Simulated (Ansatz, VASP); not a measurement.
**Cross-check of Li3ClO between VASP and Ansatz**

Aim: how closely do two programs agree when they are given the same cell, functional and k mesh? The cell is taken from a series of runs on this material, whose earlier steps may have relaxed, scaled, displaced or heated it; both programs get it as it stands.

Main program and level: Ansatz 0.2.0; plane waves, with VASP 6.6.1 beside it; zone-centre phonons at PBEsol.

**1. The starting structure**

Symmetry: Pm-3m, No. 221, cubic system. The conventional cell has a = 3.840 Å, b = 3.840 Å, c = 3.840 Å, α = 90.00°, β = 90.00°, γ = 90.00°. Nearest to Li lie 2 O at 1.92 Å and 8 Li at 2.71 Å and 4 Cl at 2.71 Å. Cl has 12 Li at 2.71 Å nearest. Nearest to O lie 6 Li at 1.92 Å. Farther neighbours and most contacts between anions are not listed.

**2. Ansatz: zone-centre phonons, PBEsol**

Ansatz runs on its default PAW (the set named soft_2) files.

Second derivatives magnify differences that forces hide, and they need a tight electronic threshold.

File input.yaml:

```yaml
crystal:
  lattice:
    - [3.8395491852, 0.0, 0.0]
    - [0.0, 3.8395491852, 0.0]
    - [0.0, 0.0, 3.8395491852]
  atoms:
    - { symbol: Li, position: [0.0, 0.5, 0.5] }
    - { symbol: Li, position: [0.5, 0.0, 0.5] }
    - { symbol: Li, position: [0.5, 0.5, 0.0] }
    - { symbol: Cl, position: [0.0, 0.0, 0.0] }
    - { symbol: O, position: [0.5, 0.5, 0.5] }
kpoints:
  mp_grid: { grid: [6, 6, 6] }
hamiltonian:
  xc: pbesol
scf:
  occupations: { method: fixed }
output:
  eigenvalues: true
phonons:
  method: dfpt
  qmesh: [2, 2, 2]
  temperatures: { t_max: 1000, t_step: 50 }
  qpath:
    path:
      - [[0.0, 0.0, 0.0], [0.0, 0.5, 0.0], [0.5, 0.5, 0.0], [0.0, 0.0, 0.0], [0.5, 0.5, 0.5], [0.0, 0.5, 0.0]]
      - [[0.5, 0.5, 0.5], [0.5, 0.5, 0.0]]
    npoints: 10
  non_analytic_term:
    high_frequency_dielectric_tensor: [[3.2354, 0.0, 0.0], [0.0, 3.2354, 0.0], [0.0, 0.0, 3.2354]]
    born_effective_charges:
      - { species: Li, tensor: [[0.9944, 0.0, 0.0], [0.0, 1.1469, 0.0], [0.0, 0.0, 1.1469]] }
      - { species: Li, tensor: [[1.1469, 0.0, 0.0], [0.0, 0.9944, 0.0], [0.0, 0.0, 1.1469]] }
      - { species: Li, tensor: [[1.1469, 0.0, 0.0], [0.0, 1.1469, 0.0], [0.0, 0.0, 0.9944]] }
      - { species: Cl, tensor: [[-1.2662, 0.0, 0.0], [0.0, -1.2662, 0.0], [0.0, 0.0, -1.2662]] }
      - { species: O, tensor: [[-2.0219, 0.0, 0.0], [0.0, -2.0219, 0.0], [0.0, 0.0, -2.0219]] }
    source: "zone-centre run at this cell"
```

On the command line:

```console
> ansatz run input.yaml --threads 4 --pin off --max-ram 7168MiB --backend cpu --events-out ev --progress --plain --runs-dir out
```

Numbers of over 12 decimals in the logs are rounded to 6 here.

The program printed:

```text
Engine: ansatz 0.2.0, aarch64-unknown-linux-gnu
Pseudopotentials: kind: paw
Pseudopotential: Li, paw, valence charge 3, recommended cutoff 420 eV (normal), Li.paw.azcp
Pseudopotential: Cl, paw, valence charge 7, recommended cutoff 420 eV (normal), Cl.paw.azcp
Pseudopotential: O, paw, valence charge 6, recommended cutoff 420 eV (normal), O.paw.azcp
Functional definition: PBEsol
  exchange = pbesol_x
  correlation = pbesol_c
Crystal: 5 atoms, lattice volume = 56.603 Å³
Basis set: ecut = 420 eV, 1141 PW (Γ), exchange–correlation on 54×54×54 points (8 copies of the dense FFT grid, shifted against one another)
Bands: 16, of which v1, the nominal top of the filled ones, is band 11 counted from 1 (10 counted from 0)
Symmetry: 48 space group operations
k-points: 20 of 216
Non-local potential: Li, projectors of the file, l = 0: 3, l = 1: 2, l = 2: 1
Non-local potential: Cl, projectors of the file, l = 0: 2, l = 1: 2, l = 2: 2
Non-local potential: O, projectors of the file, l = 0: 2, l = 1: 2, l = 2: 1
PAW form: soft (Blöchl's): semilocal exchange-correlation on the pseudo side does not see the compensation charge
PAW frozen core: Cl, regenerated for the run's functional, and the local potential with it (the file was generated under x = pbe(κ = 0.804, μ = 0.219515), c = pbe(β = 0.066725))
PAW frozen core: O, regenerated for the run's functional, and the local potential with it (the file was generated under x = pbe(κ = 0.804, μ = 0.219515), c = pbe(β = 0.066725))
PAW one-centre angular grid: Li, 110 points (default); XC on 64 Gauss nodes
PAW one-centre angular grid: Cl, 110 points (default); XC on 64 Gauss nodes
PAW one-centre angular grid: O, 110 points (default); XC on 64 Gauss nodes
Initial density: superposition of atomic densities (neutral atoms: chi_scale 0, normalization atom), corrected by the library's trained network
Initial wavefunctions: pseudopotential atomic-orbital guess
Functional: x = pbesol(κ = 0.804, μ = 0.123457), c = pbesol(β = 0.046)
SCF iter   1: F=—  HF=-2237.312811 eV  |F-HF|=—  |Δ(HF+E_count)|=         —  Δρ=9.45e-3  dr2=4.49e-2  ethr=1.77e-3  ⟨swp⟩=4.3  Hψ=1404  notcnv=0  defer=29
preconditioner: auto → Resta (q_TF=auto, 2.331 Å⁻¹)  ε∞=3.3  [insulator: Δε(μ)=4.587 eV  Ē_g=13.004 eV  n_scr=18 (ndim 8)  ℏωp=19.7 eV  f_vac=0.000  ε∞_Penn≈3.3]
SCF iter   2: F=—  HF=-2237.299786 eV  |F-HF|=—  |Δ(HF+E_count)|=   1.30e-2  Δρ=3.28e-3  dr2=4.62e-3  ethr=2.04e-4  ⟨swp⟩=2.0  Hψ=664  notcnv=0  defer=47
SCF iter   3: F=—  HF=-2237.298567 eV  |F-HF|=—  |Δ(HF+E_count)|=   1.22e-3  Δρ=1.06e-3  dr2=6.58e-4  ethr=2.10e-5  ⟨swp⟩=2.0  Hψ=444  notcnv=0  defer=54
SCF iter   4: F=—  HF=-2237.298449 eV  |F-HF|=—  |Δ(HF+E_count)|=   1.18e-4  Δρ=3.43e-4  dr2=6.27e-5  ethr=2.99e-6  ⟨swp⟩=2.5  Hψ=539  notcnv=0  defer=43
SCF iter   5: F=—  HF=-2237.298462 eV  |F-HF|=—  |Δ(HF+E_count)|=   1.28e-5  Δρ=4.73e-5  dr2=1.55e-6  ethr=2.85e-7  ⟨swp⟩=2.0  Hψ=521  notcnv=0  defer=20
SCF iter   6: F=—  HF=-2237.298460 eV  |F-HF|=—  |Δ(HF+E_count)|=   2.10e-6  Δρ=6.39e-6  dr2=1.78e-8  ethr=7.03e-9  ⟨swp⟩=2.0  Hψ=437  notcnv=0  defer=20
SCF iter   7: F=—  HF=-2237.298460 eV  |F-HF|=—  |Δ(HF+E_count)|=   1.83e-9  Δρ=1.17e-6  dr2=8.18e-10  ethr=8.09e-11  ⟨swp⟩=2.4  Hψ=474  notcnv=0  defer=20
SCF iter   8: F=—  HF=-2237.298460 eV  |F-HF|=—  |Δ(HF+E_count)|=  3.88e-10  Δρ=1.95e-7  dr2=1.86e-11  ethr=3.72e-12  ⟨swp⟩=2.4  Hψ=487  notcnv=0  defer=20
SCF iter   9: F=-2237.298460 eV  HF=-2237.298460 eV  |F-HF|=0.00e0  |Δ(HF+E_count)|=  1.59e-11  Δρ=1.60e-8  dr2=1.46e-13  ethr=1.00e-12  ⟨swp⟩=9.8  Hψ=1631  notcnv=0
SCF 1 converged in 9 iterations: F = -2237.298460 eV  dr2 = 1.46e-13
  greatest PAW one-centre occupation: 1.000 electrons in one spin orbital (limit 2), on the Li atom at site 2 (counted from 0), in its partial waves of l = 0
NSCF: frozen V_eff on 20 k-points
NSCF: frozen V_eff on 64 k-points
DFPT response loops at q = (0, 0, 0) (fractional): preconditioner auto → none (the input reference at scf.mixing.eps_inf says where Resta's filter doesn't serve); β = 0.50; Broyden in place of MSR1
NSCF: frozen V_eff on 128 k-points
DFPT response loops at q = (0, 0, -0.5) (fractional): preconditioner auto → Resta (q_TF=auto, 2.331 Å⁻¹)  ε∞=3.6 (no band partly filled); β = 1.00, the filter's whole step (`scf.mixing.beta` (0.50) is not read by the response loops at its default; to damp them type it under 1.00, their step now; it binds the ground state too); Broyden in place of MSR1
NSCF: frozen V_eff on 128 k-points
DFPT response loops at q = (0, -0.5, -0.5) (fractional): preconditioner auto → none (the input reference at scf.mixing.eps_inf says where Resta's filter doesn't serve); β = 0.50; Broyden in place of MSR1
NSCF: frozen V_eff on 128 k-points
DFPT response loops at q = (-0.5, -0.5, -0.5) (fractional): mixed as the last ones told, above
SCF converged after 9 iterations
Free energy (F): -2237.298460 eV
Harris-Foulkes:  -2237.298460 eV  (|F-HF|=0.00e0)
Internal energy: -2237.298460 eV  (E = F + TS)
E sigma→0 (E₀):  -2237.298460 eV
Fermi energy:    3.348382 eV
--- Per-component energies (eV) ---
  E_band       = -265.226829
  E_kinetic    = 405.486849
  E_local      = -911.805670  (includes V_loc(G=0)·N_el)
  E_nonlocal   = -21.769634
  E_hartree    = 295.454661
  E_xc         = -213.424809
  E_vxc        = -259.867914  (∫ρ·V_xc dr)
  E_paw        = -853.104378  (= ΣΔE_a)
  E_vpaw       = -68.182338  (= ΣTr[D̂ρ^β])
  E_aug_tail   = 0.002549  (compensation charges beyond the density's cutoff)
  E_ewald      = -938.251748
  E_core_change = 0.113720  (= ΣΔE_core)
  E_smearing   = -0.000000  (= −TS)
  E_closure    = 0.000000  (closes the sum)
  Σ components = -2237.298460   (vs F -2237.298460, Δ=0.00e0)
--- Band table (eV; the first three rows and the last of 20) ---
  k-point 0: bands = [... 7 lower, 0.2265, 2.8035, 2.8035, 2.8035, 8.2866, 10.2307, 10.2307, 15.3375, ... 1 higher]
  k-point 1: bands = [... 7 lower, 0.3553, 2.6137, 2.6839, 2.6839, 8.7319, 10.0816, 10.8740, 13.7453, ... 1 higher]
  k-point 2: bands = [... 7 lower, 0.6779, 2.3718, 2.3718, 2.3794, 9.5170, 9.8133, 12.3504, 12.6359, ... 1 higher]
  k-point 19: bands = [... 7 lower, -0.4152, 2.5706, 2.5706, 2.5706, 12.1680, 12.1680, 12.1680, 12.2427, ... 1 higher]
--- Phonons (Γ-DFPT): 4 representative perturbations + reference (Σ response iterations 14) ---
  ASR residual: 2.937e-4 → 0.000e0 eV/Å²; symmetrization residual: 1.100e-6 eV/Å²
  ASR residual per site (eV/Å²): 2.94e-4 2.94e-4 2.94e-4 6.77e-6 1.69e-4
  Γ frequencies (cm⁻¹): 0.00 0.00 0.00 151.09 151.09 151.09 223.75 223.75 223.75 372.06 372.06 372.06 557.63 557.63 557.63
--- Phonons (arbitrary-q DFPT): 4 irreducible q on the 2×2×2 mesh ---
  q = [0.0000, 0.0000, 0.0000] (star 1, of the zone-centre solve; hermiticity 2.80e-7, symmetrization 1.60e-13): -0.00 -0.00 -0.00 151.09 151.09 151.09 223.75 223.75 223.75 372.06 372.06 372.06 557.63 557.63 557.63
  q = [0.0000, 0.0000, -0.5000] (star 3, 9 solved perturbations in 504 linear systems a pass and spin channel, the states on 64 of 216 k-point pairs; hermiticity 9.72e-8, symmetrization 3.67e-13): 127.25 127.25 157.66 157.66 171.07 250.67 250.67 255.37 285.15 354.95 354.95 542.17 554.43 554.43 564.04
  q = [0.0000, -0.5000, -0.5000] (star 3, 9 solved perturbations in 504 linear systems a pass and spin channel, the states on 64 of 216 k-point pairs; hermiticity 1.51e-7, symmetrization 5.66e-14): 64.25 119.93 119.93 123.35 242.40 242.40 264.58 264.58 276.53 419.86 419.86 445.60 489.45 551.52 620.00
  q = [-0.5000, -0.5000, -0.5000] (star 1, 4 solved perturbations in 184 linear systems a pass and spin channel, the states on 64 of 216 k-point pairs; hermiticity 2.52e-8, symmetrization 2.75e-13): 44.81 44.81 44.81 146.56 146.56 146.56 371.12 371.12 371.12 409.46 409.46 409.46 445.84 445.84 656.72
  sum rule: each row above includes the acoustic sum rule's correction from the zone centre's row sums; it moved no ω² by more than (3.39 cm⁻¹)²
  mesh force constants: q→R imaginary residual 1.03e-17; ASR residual 2.937e-4 → 0.000e0 eV/Å²; symmetrization residual 1.066e-14 eV/Å²
  interpolated dispersion: 63 rows × 15 modes
  density of states and harmonic sums: on the 16×16×16 q-mesh, interpolated from the force constants of a 2×2×2 supercell (with the dipole–dipole term of supplied tensors)
  largest difference from the sums on the solved wave vectors: F 3.21e-2 eV, S 6.48e-5 and C_V 3.19e-5 eV/K
  zero-point energy: 0.287519 eV/cell   skipped modes (ω ≤ 0): 3   left out of the sums: 4.88e-5 of the cell's modes: C_V's classical limit lies that fraction below 3 k_B per atom; for a crystal, a wire or a layer, F and S can be off by more, and a phonons.interpolated_qmesh denser along its periods is the remedy for the sampling
```

Reading the cycles: dr2 is the Hartree energy of the density residual (eV), the measure of convergence; HF is the Harris–Foulkes estimate of the energy, which meets the free energy F at convergence.

(Part 1 of 3 ends here.)

[Lines on the potential files, build, host, timing and source positions are cut from VASP's logs without a mark.]

[Logs are printed without paths, hosts, clocks, repeated set-up lines and the standing remarks that a program may print on its own settings, such as how far it seeks lower states.]

[Hosts, paths, dates, database ids (printed as entryN), source tags and the programs' standing remarks are cut or masked in the printed files.]
